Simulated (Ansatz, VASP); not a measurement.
# Sb in two plane-wave programs

Aim: how closely do two programs agree when they are given the same cell, functional and k mesh? Of the first pair: The structure shown is frame 40 of Ansatz's trajectory.

Main program and level: Ansatz 0.2.0; plane waves, with VASP 6.6.1 beside it; single point at PBE.

## 1. Starting point

The cell holds 48 atoms: 48 Sb. Cell: a = 11.412 Å, b = 11.412 Å, c = 11.412 Å, α = 90.0°, β = 90.0°, γ = 90.0°. As first built, before any earlier steps moved the atoms (in the runner's words): 48 atoms (48 Sb) placed at random at 6.53 g/cm^3 and pushed apart to contact distance.

## 2. Ansatz: dynamics, PBE

Ansatz runs on its default PAW (the set named soft_2) files.

One frame of this run of dynamics is then solved in both programs, so the motion causes no difference.

Contents of input.yaml:

```yaml
crystal:
  lattice:
    - [11.412, 0.0, 0.0]
    - [0.0, 11.412, 0.0]
    - [0.0, 0.0, 11.412]
  atoms:
    - { symbol: Sb, position: [0.51182, 0.95046, 0.14416] }
    - { symbol: Sb, position: [0.87828, 0.35926, 0.38324] }
    - { symbol: Sb, position: [0.72119, 0.44916, 0.56312] }
    - { symbol: Sb, position: [0.09507, 0.81506, 0.49494] }
    - { symbol: Sb, position: [0.36434, 0.82675, 0.33123] }
    - { symbol: Sb, position: [0.45051, 0.13405, 0.39648] }
    - { symbol: Sb, position: [0.2639, 0.27173, 0.78645] }
    - { symbol: Sb, position: [0.27323, 0.46737, 0.9703] }
    - { symbol: Sb, position: [0.89922, 0.67757, 0.54058] }
    - { symbol: Sb, position: [0.29463, 0.17783, 0.00927] }
    - { symbol: Sb, position: [0.52204, 0.11683, 0.63007] }
    - { symbol: Sb, position: [0.79225, 0.7155, 0.98509] }
    - { symbol: Sb, position: [0.05441, 0.50131, 0.47584] }
    - { symbol: Sb, position: [0.06872, 0.57262, 0.8123] }
    - { symbol: Sb, position: [0.55043, 0.2684, 0.85036] }
    - { symbol: Sb, position: [0.49585, 0.49965, 0.72563] }
    - { symbol: Sb, position: [0.19048, 0.83469, 0.71822] }
    - { symbol: Sb, position: [0.78227, 0.24267, 0.78013] }
    - { symbol: Sb, position: [0.17461, 0.04021, 0.84803] }
    - { symbol: Sb, position: [0.8678, 0.88479, 0.41643] }
    - { symbol: Sb, position: [0.29218, 0.03623, 0.62661] }
    - { symbol: Sb, position: [0.70668, 0.81445, 0.24544] }
    - { symbol: Sb, position: [0.30435, 0.63341, 0.79478] }
    - { symbol: Sb, position: [0.93336, 0.09093, 0.52847] }
    - { symbol: Sb, position: [0.93679, 0.41743, 0.67198] }
    - { symbol: Sb, position: [0.03349, 0.69887, 0.01789] }
    - { symbol: Sb, position: [0.79705, 0.89142, 0.65639] }
    - { symbol: Sb, position: [0.23185, 0.78904, 0.12753] }
    - { symbol: Sb, position: [0.85115, 0.02223, 0.85763] }
    - { symbol: Sb, position: [0.17422, 0.40534, 0.28668] }
    - { symbol: Sb, position: [0.65522, 0.26416, 0.41902] }
    - { symbol: Sb, position: [0.09772, 0.26162, 0.47197] }
    - { symbol: Sb, position: [0.14989, 0.65874, 0.31633] }
    - { symbol: Sb, position: [0.69264, 0.64166, 0.41658] }
    - { symbol: Sb, position: [0.83152, 0.61583, 0.7663] }
    - { symbol: Sb, position: [0.33969, 0.57484, 0.17856] }
    - { symbol: Sb, position: [0.95417, 0.23682, 0.18679] }
    - { symbol: Sb, position: [0.02491, 0.22343, 0.79007] }
    - { symbol: Sb, position: [0.7047, 0.04325, 0.32907] }
    - { symbol: Sb, position: [0.43702, 0.65441, 0.4873] }
    - { symbol: Sb, position: [0.57181, 0.83625, 0.73101] }
    - { symbol: Sb, position: [0.40557, 0.44217, 0.37195] }
    - { symbol: Sb, position: [0.16886, 0.15252, 0.2661] }
    - { symbol: Sb, position: [0.32457, 0.29969, 0.55218] }
    - { symbol: Sb, position: [0.96716, 0.81272, 0.81301] }
    - { symbol: Sb, position: [0.65954, 0.51387, 0.90547] }
    - { symbol: Sb, position: [0.68166, 0.47625, 0.14514] }
    - { symbol: Sb, position: [0.49758, 0.21443, 0.13894] }
kpoints:
  mp_grid: { grid: [1, 1, 1] }
hamiltonian:
  xc: pbe
scf:
  occupations: { method: fermi_dirac, width: 0.078 }
output:
  forces: true
  stress: true
md:
  timestep: 4.0
  n_steps: 120
  ensemble: nvt_nose_hoover
  temperature: 904
  initial_velocities: maxwell_boltzmann
  seed: 5
```

The run is started by

```
$ ansatz run input.yaml --threads 8 --pin off --max-ram 15360MiB --backend cpu --events-out ev --progress --plain --runs-dir out
```

Numbers of over 12 decimals in the logs are rounded to 6 here.

The program printed:

```text
Warning: md: disabling space-group detection — thermal motion breaks the input geometry's symmetry, so no spatial operation reduces the k-mesh or symmetrises the density; time reversal is kept, so that k and −k are solved as one point where they differ and the mesh holds both, and exact exchange and, on two spinor components, a DFT+U term hold to it where the run has them: on two components no moment then forms, and  [...]
Warning: output.stress: scf.convergence.dr2_threshold = 4.8e-8 eV (the default of an md: trajectory) is looser than the 4.8e-9 eV advised for a printed stress (1e-10 eV for each atom of the cell: 48). What an SCF threshold leaves in a stress goes as its square root, and in the free energy as the threshold itself, and one threshold admits the most on a small cell: [figures from the program's tests cut] Set scf.converg [...]
Engine: ansatz 0.2.0, aarch64-unknown-linux-gnu
Pseudopotentials: kind: paw
Pseudopotential: Sb, paw, valence charge 15, recommended cutoff 420 eV (normal), Sb.paw.azcp
Functional definition: PBE
  parameter kappa = 0.804
  parameter beta = 0.066725
  exchange = pbe_x(kappa = kappa, mu = beta*pi^2/3)
  correlation = pbe_c(beta = beta)
Crystal: 48 atoms, lattice volume = 1486.227 Å³
Basis set: ecut = 420 eV, 28991 PW (Γ), exchange–correlation on 160×160×160 points (8 copies of the dense FFT grid, shifted against one another)
Bands: 432, of which v1, the nominal top of the filled ones, is band 360 counted from 1 (359 counted from 0)
Symmetry: 1 space group operations
k-points: 1
Non-local potential: Sb, projectors of the file, l = 0: 2, l = 1: 2, l = 2: 2, l = 3: 2
PAW form: soft (Blöchl's): semilocal exchange-correlation on the pseudo side does not see the compensation charge
PAW one-centre angular grid: Sb, 590 points (default); XC on 64 Gauss nodes
Initial density: superposition of atomic densities (neutral atoms: chi_scale 0, normalization atom), corrected by the library's trained network
Initial wavefunctions: pseudopotential atomic-orbital guess
Functional: x = pbe(κ = 0.804, μ = 0.219515), c = pbe(β = 0.066725)
SCF iter   1: F=—  HF=-311219.823948 eV  |F-HF|=—  |Δ(HF+E_count)|=         —  Δρ=4.77e-3  dr2=1.07e0  ethr=1.77e-3  ⟨swp⟩=6.0  Hψ=1639  notcnv=0  defer=27
preconditioner: auto → LDOS  [metal: Δε(μ)=0.161 eV  Ē_g=8.082 eV  σ=0.078 eV  W_gap=0.43  n_scr=364 (ndim 8)  ℏωp=14.9 eV  f_vac=0.086  D(μ)=27.47/eV (n_scr^D=170)  β→1.0]
SCF iter   2: F=—  HF=-311219.662412 eV  |F-HF|=—  |Δ(HF+E_count)|=   1.62e-1  Δρ=2.88e-3  dr2=2.10e-1  ethr=1.48e-4  ⟨swp⟩=2.0  Hψ=754  notcnv=0  defer=30
SCF iter   3: F=—  HF=-311219.623625 eV  |F-HF|=—  |Δ(HF+E_count)|=   3.88e-2  Δρ=1.24e-3  dr2=4.92e-2  ethr=2.92e-5  ⟨swp⟩=2.0  Hψ=804  notcnv=0  defer=30
SCF iter   4: F=—  HF=-311219.613136 eV  |F-HF|=—  |Δ(HF+E_count)|=   1.05e-2  Δρ=3.27e-4  dr2=4.49e-3  ethr=6.84e-6  ⟨swp⟩=2.0  Hψ=735  notcnv=0  defer=30
SCF iter   5: F=—  HF=-311219.612462 eV  |F-HF|=—  |Δ(HF+E_count)|=   6.74e-4  Δρ=1.08e-4  dr2=5.30e-4  ethr=6.24e-7  ⟨swp⟩=3.0  Hψ=919  notcnv=0  defer=30
SCF iter   6: F=—  HF=-311219.612422 eV  |F-HF|=—  |Δ(HF+E_count)|=   4.04e-5  Δρ=4.02e-5  dr2=5.69e-5  ethr=7.36e-8  ⟨swp⟩=2.0  Hψ=764  notcnv=0  defer=30
SCF iter   7: F=—  HF=-311219.612378 eV  |F-HF|=—  |Δ(HF+E_count)|=   4.32e-5  Δρ=1.48e-5  dr2=8.63e-6  ethr=7.91e-9  ⟨swp⟩=2.0  Hψ=787  notcnv=0  defer=30
SCF iter   8: F=—  HF=-311219.612378 eV  |F-HF|=—  |Δ(HF+E_count)|=   1.68e-7  Δρ=5.73e-6  dr2=1.00e-6  ethr=1.20e-9  ⟨swp⟩=3.0  Hψ=760  notcnv=0  defer=30
SCF iter   9: F=—  HF=-311219.612378 eV  |F-HF|=—  |Δ(HF+E_count)|=   7.68e-9  Δρ=2.36e-6  dr2=1.95e-7  ethr=1.39e-10  ⟨swp⟩=2.0  Hψ=764  notcnv=0  defer=30
SCF iter  10: F=-311219.612378 eV  HF=-311219.612378 eV  |F-HF|=1.53e-8  |Δ(HF+E_count)|=   5.59e-9  Δρ=8.85e-7  dr2=2.66e-8  ethr=6.67e-12  ⟨swp⟩=4.0  Hψ=1286  notcnv=0
SCF 1 converged in 10 iterations: F = -311219.612378 eV  dr2 = 2.66e-8
[...]
md step    98: t =   392.00 fs  T =   823.2 K  F+E_penalty+E_count = -311238.34389091 eV  E_kin = 5.001080 eV  conserved = -311214.14160425 eV  P_inst = 4.0043 GPa  (3 SCF iters)
md step    99: t =   396.00 fs  T =   809.6 K  F+E_penalty+E_count = -311238.32306545 eV  E_kin = 4.918535 eV  conserved = -311214.14149056 eV  P_inst = 4.0422 GPa  (3 SCF iters)
md step   100: t =   400.00 fs  T =   796.9 K  F+E_penalty+E_count = -311238.30410397 eV  E_kin = 4.841109 eV  conserved = -311214.14137939 eV  P_inst = 4.0798 GPa  (7 SCF iters)
md step   101: t =   404.00 fs  T =   785.3 K  F+E_penalty+E_count = -311238.28906478 eV  E_kin = 4.770854 eV  conserved = -311214.14127719 eV  P_inst = 4.1164 GPa  (4 SCF iters)
md step   102: t =   408.00 fs  T =   775.2 K  F+E_penalty+E_count = -311238.27980468 eV  E_kin = 4.709579 eV  conserved = -311214.14119592 eV  P_inst = 4.1512 GPa  (4 SCF iters)
md step   103: t =   412.00 fs  T =   766.8 K  F+E_penalty+E_count = -311238.27785613 eV  E_kin = 4.658734 eV  conserved = -311214.14114612 eV  P_inst = 4.1835 GPa  (4 SCF iters)
md step   104: t =   416.00 fs  T =   760.3 K  F+E_penalty+E_count = -311238.28427675 eV  E_kin = 4.619273 eV  conserved = -311214.14113901 eV  P_inst = 4.2126 GPa  (3 SCF iters)
md step   105: t =   420.00 fs  T =   755.8 K  F+E_penalty+E_count = -311238.29950742 eV  E_kin = 4.591517 eV  conserved = -311214.14118235 eV  P_inst = 4.2380 GPa  (3 SCF iters)
md step   106: t =   424.00 fs  T =   753.1 K  F+E_penalty+E_count = -311238.32327764 eV  E_kin = 4.575076 eV  conserved = -311214.14127766 eV  P_inst = 4.2593 GPa  (3 SCF iters)
md step   107: t =   428.00 fs  T =   752.0 K  F+E_penalty+E_count = -311238.35459423 eV  E_kin = 4.568844 eV  conserved = -311214.14141913 eV  P_inst = 4.2762 GPa  (3 SCF iters)
md step   108: t =   432.00 fs  T =   752.4 K  F+E_penalty+E_count = -311238.39184054 eV  E_kin = 4.571109 eV  conserved = -311214.14159266 eV  P_inst = 4.2886 GPa  (4 SCF iters)
md step   109: t =   436.00 fs  T =   753.8 K  F+E_penalty+E_count = -311238.43299827 eV  E_kin = 4.579779 eV  conserved = -311214.14177570 eV  P_inst = 4.2967 GPa  (3 SCF iters)
md step   110: t =   440.00 fs  T =   756.0 K  F+E_penalty+E_count = -311238.47597995 eV  E_kin = 4.592713 eV  conserved = -311214.14193799 eV  P_inst = 4.3005 GPa  (7 SCF iters)
md step   111: t =   444.00 fs  T =   758.5 K  F+E_penalty+E_count = -311238.51902653 eV  E_kin = 4.608113 eV  conserved = -311214.14205220 eV  P_inst = 4.3001 GPa  (4 SCF iters)
md step   112: t =   448.00 fs  T =   761.3 K  F+E_penalty+E_count = -311238.56109036 eV  E_kin = 4.624891 eV  conserved = -311214.14210025 eV  P_inst = 4.2958 GPa  (4 SCF iters)
md step   113: t =   452.00 fs  T =   764.2 K  F+E_penalty+E_count = -311238.60209692 eV  E_kin = 4.642928 eV  conserved = -311214.14207538 eV  P_inst = 4.2874 GPa  (4 SCF iters)
md step   114: t =   456.00 fs  T =   767.6 K  F+E_penalty+E_count = -311238.64298278 eV  E_kin = 4.663095 eV  conserved = -311214.14199136 eV  P_inst = 4.2749 GPa  (3 SCF iters)
md step   115: t =   460.00 fs  T =   771.5 K  F+E_penalty+E_count = -311238.68545457 eV  E_kin = 4.687009 eV  conserved = -311214.14188141 eV  P_inst = 4.2579 GPa  (3 SCF iters)
md step   116: t =   464.00 fs  T =   776.4 K  F+E_penalty+E_count = -311238.73149658 eV  E_kin = 4.716544 eV  conserved = -311214.14178746 eV  P_inst = 4.2365 GPa  (3 SCF iters)
md step   117: t =   468.00 fs  T =   782.4 K  F+E_penalty+E_count = -311238.78275257 eV  E_kin = 4.753227 eV  conserved = -311214.14174829 eV  P_inst = 4.2105 GPa  (3 SCF iters)
md step   118: t =   472.00 fs  T =   789.7 K  F+E_penalty+E_count = -311238.83996956 eV  E_kin = 4.797688 eV  conserved = -311214.14178716 eV  P_inst = 4.1805 GPa  (3 SCF iters)
md step   119: t =   476.00 fs  T =   798.2 K  F+E_penalty+E_count = -311238.90268032 eV  E_kin = 4.849352 eV  conserved = -311214.14190467 eV  P_inst = 4.1470 GPa  (3 SCF iters)
[...]
md step   120: t =   480.00 fs  T =   807.6 K  F+E_penalty+E_count = -311238.96921186 eV  E_kin = 4.906450 eV  conserved = -311214.14208011 eV  P_inst = 4.1111 GPa  (7 SCF iters)
SCF converged after 7 iterations
Free energy (F): -311238.969212 eV
Harris-Foulkes:  -311238.969212 eV  (|F-HF|=1.57e-8)
Internal energy: -311238.424061 eV  (E = F + TS)
E sigma→0 (E₀):  -311238.696637 eV
Entropy (-TS):   -0.545151 eV (-11.357 meV/atom)
Fermi energy:    9.544851 eV
--- Per-component energies (eV) ---
  E_band       = -8373.451229
  E_kinetic    = 9942.939734
  E_local      = -80541.524630  (includes V_loc(G=0)·N_el)
  E_nonlocal   = 17369.950916
  E_hartree    = 36583.243593
  E_xc         = -6648.877168
  E_vxc        = -4623.210885  (∫ρ·V_xc dr)
  E_paw        = -219592.312228  (= ΣΔE_a)
  E_vpaw       = -23688.091395  (= ΣTr[D̂ρ^β])
  E_aug_tail   = -0.000074  (compensation charges beyond the density's cutoff)
  E_ewald      = -68351.844205
  E_smearing   = -0.545151  (= −TS)
  E_closure    = 0.000000  (closes the sum)
  Σ components = -311238.969212   (vs F -311238.969212, Δ=0.00e0)
--- Forces (eV/Å), atoms counted from 1 ---
  atom   1  Sb    -0.35463983    -0.08989585     0.56130116
  atom   2  Sb     0.42015371    -0.14907608    -0.46348150
  atom   3  Sb    -0.48196805    -0.27747531     0.26886955
  atom   4  Sb     0.08297466     0.21914937    -0.02998526
  atom   5  Sb     0.25823489    -0.15939291     0.56209944
  atom   6  Sb     0.09624788    -0.02011075     0.30448635
  atom   7  Sb    -0.15011085    -0.95466748     0.74282111
  atom   8  Sb     0.04337064    -0.29987616     0.33558428
  atom   9  Sb    -0.99658435     0.58469951     0.70283305
  atom  10  Sb    -0.05386401     0.18436193    -0.49710776
  atom  11  Sb    -0.59543748    -0.16859512     0.51232606
  atom  12  Sb    -1.12240492    -0.06906032    -0.27013352
  atom  13  Sb     0.17818287    -0.23257770     0.30498539
  atom  14  Sb     0.15964168    -0.39506070    -0.32603139
  atom  15  Sb     0.02191970    -0.57983068     0.48862468
  atom  16  Sb     0.60084423     0.43272727    -0.48273366
  atom  17  Sb     1.47918858    -0.70813318    -0.11952501
  atom  18  Sb    -1.45190834     0.31276132     1.00898245
  atom  19  Sb     0.28906950     0.85382916    -0.18397609
  atom  20  Sb    -0.02552171    -0.00576120     0.23673351
  atom  21  Sb     0.00504067    -0.74058409     0.18109141
  atom  22  Sb    -0.04647726     0.42470767    -0.24977396
  atom  23  Sb     0.51886920    -0.03958244    -0.44044254
  atom  24  Sb     1.98420591    -0.42911822    -0.85942551
[...]
atom  41  Sb    -0.01033469     0.42277017     0.54612151
  atom  42  Sb    -0.12796060    -0.22030783    -0.35482252
  atom  43  Sb     0.27141218    -0.14987598    -0.10442560
  atom  44  Sb     0.27981231     0.71510436    -0.09150659
  atom  45  Sb     0.44382415     0.02450208     0.37347561
  atom  46  Sb    -0.48685069     0.20384142    -0.28178731
  atom  47  Sb     0.37828795     0.19935614    -0.25768177
  atom  48  Sb    -0.98350069    -0.30117380    -0.23092858
  max |Σ_I F_I| component: 1.29e-5 eV/Å
--- Stress (GPa, compression-positive) ---
        4.002004       0.259224      -0.656705
        0.259224       3.545978      -0.127708
       -0.656705      -0.127708       3.704951
  P = ⅓ Tr σ = 3.7510 GPa (37.510 kbar)
--- MD trajectory: 120 steps, t = 0.0 → 480.0 fs ---
  final state: T = 807.6 K   F+E_penalty+E_count = -311238.96921186 eV   E_kin = 4.906450 eV
  conserved energy: peak-to-peak 2.186e-2 eV (4.555e-4 eV/atom) over 480.0 fs
```

## 3. VASP: single point, PBE, pair 1

The same cell, functional, mesh and smearing now go to VASP, with its own data sets.

Lines of VASP's logs that name or quote its potential files are left out, and so is its time.

Contents of INCAR:

```
SYSTEM = Sb
PREC = Accurate
ENCUT = 400
EDIFF = 1E-06
NELM = 120
ISMEAR = -1
SIGMA = 0.078
LREAL = Auto
ALGO = Normal
GGA = PE
NBANDS = 160
LORBIT = 11
LWAVE = .FALSE.
LCHARG = .FALSE.
ISIF = 2
LASPH = .TRUE.
GGA_COMPAT = .FALSE.
NCORE = 2
```

Contents of POSCAR:

```
Sb
1.0
   11.4120000000      0.0000000000      0.0000000000
    0.0000000000     11.4120000000      0.0000000000
    0.0000000000      0.0000000000     11.4120000000
Sb
48
Direct
    0.4878724150      0.0047406239      0.1191377497
    0.8762355415      0.3997020680      0.3423501577
    0.7017700666      0.4464248160      0.5745180512
    0.1400718542      0.8775061339      0.4357693656
    0.3628110761      0.8710830705      0.3254819488
    0.4169120224      0.0878811777      0.3837276551
    0.2707939012      0.3209078163      0.7763231686
    0.2898527865      0.4484665265      0.0142832107
    0.9174027340      0.6773746933      0.5154661760
    0.3051086576      0.1586225026      0.0528215913
    0.5820539783      0.0385296179      0.6633193130
    0.7410445145      0.7655450403      0.9616806870
    0.1350508237      0.4831317911      0.5030494217
    0.0995180512      0.5242113565      0.8684192079
    0.5343322818      0.2778478794      0.9283824045
    0.4735366281      0.4565194532      0.7198475289
    0.1980459166      0.7644759902      0.6720820189
    0.7459078163      0.2062302839      0.7293813530
    0.2245443393      0.0007097792      0.8532684893
    0.8868121276      0.8917630564      0.3524360322
    0.2662723449      0.0312653347      0.5768489309
    0.6494830004      0.8278303540      0.2147213460
    0.3454433929      0.6352173151      0.8254556607
    0.9282334385      0.1084121977      0.6097616544
    0.9279705573      0.4256309148      0.6663249211
    0.9853312303      0.6407027690      0.0603662811
    0.7768752191      0.9153522608      0.6542236243
    0.2575709779      0.8821591307      0.0683140554
    0.8184367333      0.0430511742      0.9467840869
    0.1417017175      0.3764370838      0.1904924641
    0.6395285664      0.2789782685      0.4004468980
    0.1315457413      0.2207150368      0.4895986681
    0.1315282159      0.6571328426      0.2605327725
    0.6605590606      0.6275762355      0.3876883982
    0.7384595163      0.6294339292      0.7524886085
    0.3889765159      0.6468103750      0.1552576236
    0.9513406940      0.2481948826      0.1318173852
    0.0267525412      0.1680949877      0.8342271293
    0.6734227129      0.0335699264      0.3354889590
    0.4512004907      0.6723098493      0.5329214862
    0.5459516299      0.8063003856      0.7597704171
    0.4664651244      0.4520417105      0.3197073256
    0.1704433929      0.0810900806      0.2574132492
    0.3823781984      0.3164651244      0.5400893796
    0.9819663512      0.8391868209      0.8806607080
    0.6112337890      0.5286277603      0.9576323169
    0.6986154925      0.4600245356      0.1995706274
    0.5390553803      0.2736417806      0.1607080266
```

Contents of KPOINTS:

```
Automatic mesh
0
Gamma
1 1 1
0 0 0
```

Potentials, in the order of the species: Sb (PBE family, release 64).

The run is started by

```
$ mpirun -np 8 vasp_gam
```

The program printed:

```text
[banner, memory and clock lines left out]
running    8 mpi-ranks, on    1 nodes
[...]
LDA part: xc-table for (Slater+PW92), standard interpolation
 POSCAR, INCAR and KPOINTS ok, starting setup
[...]
entering main loop
       N       E                     dE             d eps       ncg     rms          rms(c)
DAV:   1     0.174904724281E+04    0.17490E+04   -0.76210E+04   320   0.103E+03
DAV:   2     0.362978032153E+02   -0.17127E+04   -0.16250E+04   416   0.204E+02
DAV:   3    -0.169659587598E+03   -0.20596E+03   -0.19645E+03   368   0.800E+01
DAV:   4    -0.177787319827E+03   -0.81277E+01   -0.79546E+01   376   0.157E+01
[...]
DAV:  14    -0.177489104286E+03   -0.47575E-05   -0.97009E-06   352   0.598E-03    0.428E-03
DAV:  15    -0.177489105411E+03   -0.11250E-05   -0.20301E-06   256   0.279E-03    0.179E-03
DAV:  16    -0.177489106071E+03   -0.66070E-06   -0.38302E-07   208   0.125E-03
   1 F= -.17748911E+03 E0= -.17720664E+03  d E =-.564925E+00
```

From OUTCAR (step 3):

```text
  Total       47.5983945     59.7588188     54.5036390      2.6442367      1.8455498      1.6689354
  in kB       51.3118411     64.4209756     58.7558066      2.8505301      1.9895326      1.7991394
  external PRESSURE =      58.1628745 kB  Pullay stress =       0.0000000 kB

 POSITION                                       TOTAL-FORCE (eV/Angst)
 -----------------------------------------------------------------------------------
      5.56760      0.05410      1.35960         0.540851     -0.645140     -0.504497
      9.99960      4.56140      3.90690         1.495711     -0.942654      0.934608
      8.00860      5.09460      6.55640        -0.163569     -0.070546     -0.060462
      1.59850     10.01410      4.97300        -0.866205     -0.911262     -0.046562
      4.14040      9.94080      3.71440         0.312539     -2.670946     -0.689347
      4.75780      1.00290      4.37910         0.434248      1.854267      0.014437
      3.09030      3.66220      8.85940        -0.695683     -1.104257      0.036524
      3.30780      5.11790      0.16300         0.682157      0.184342     -0.467564
     10.46940      7.73020      5.88250        -0.091085      0.040143     -0.382922
      3.48190      1.81020      0.60280        -0.709573      0.931066     -0.788591
      6.64240      0.43970      7.56980        -2.314654      0.721324     -0.973396
      8.45680      8.73640     10.97470        -0.175007      0.806386      1.035495
      1.54120      5.51350      5.74080        -0.582711     -0.031960      0.013334
      1.13570      5.98230      9.91040        -0.291254      0.065794     -0.298112
[...]
-----------------------------------------------------------------------------------
    total drift:                               -0.030672     -0.005308     -0.002677

  FREE ENERGIE OF THE ION-ELECTRON SYSTEM (eV)
  ---------------------------------------------------
  free  energy   TOTEN  =      -177.4891060713 eV

  energy  without entropy=     -176.9241809151  energy(sigma->0) =     -177.20664349

[... 3 further parts left out ...]
[key lines of the parts left out:]
E-fermi :   6.7275
```

The gap is under twice the smearing width, so the edge states are partly filled and the run can't tell a small gap from a semimetal.

[end of part 1 of 2]

[Lines on the potential files, build, host, timing and source positions are cut from VASP's logs without a mark.]

[Logs are printed without paths, hosts, clocks, repeated set-up lines and the standing remarks that a program may print on its own settings, such as how far it seeks lower states.]

[Hosts, paths, dates, database ids (printed as entryN), source tags and the programs' standing remarks are cut or masked in the printed files.]
